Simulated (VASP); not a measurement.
Calculation: PBEsol GGA, VASP's PBE PAW potentials (set 64) (plane waves; VASP 6.6.1).

Gaps are without spin-orbit coupling.

```yaml
volume_per_atom: 24.71 Å^3/atom
band gap (over mesh and band path): 0.11 eV
smallest direct gap (over mesh and band path): 1.00 eV
hill_bulk_modulus: 25.7 GPa
hill_shear_modulus: 19.8 GPa
```

Q: Which relaxed crystal gives these values?
(A) MgH2, P4_2/mnm (136)
(B) SnO2, P4_2/mnm (136)
(C) ZrSe2, P-3m1 (164)
(D) SiC, P6_3mc (186)

A: C, ZrSe2, P-3m1 (164)
